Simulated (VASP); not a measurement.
Given:

```
PbI2
1.0
    2.28153    -3.95172     0.00000
    2.28153     3.95172     0.00000
    0.00000     0.00000     7.03535
Pb I
1 2
Cartesian
  0.00000   0.00000   0.00000
  2.28153   1.31724   1.89472
  2.28153  -1.31724   5.14063
```

All values below come from optB86b-vdW, VASP's PBE PAW potentials (set 64) (plane waves; VASP). Run with 520 eV cut-off, 5×5×3 Γ-centred mesh, Gaussian smearing of 0.050 eV, potentials Pb_d I.

Task: What does the run give for the energy per atom (σ→0)?

Result: 
```
Item                            Value
---------------------  --------------
energy per atom (σ→0)  -0.547 eV/atom
```

Only differences to runs with the same potentials and settings are physical.

The compound is PbI2 in the 1T layered structure. It was relaxed first. The start is the result of an earlier pass.
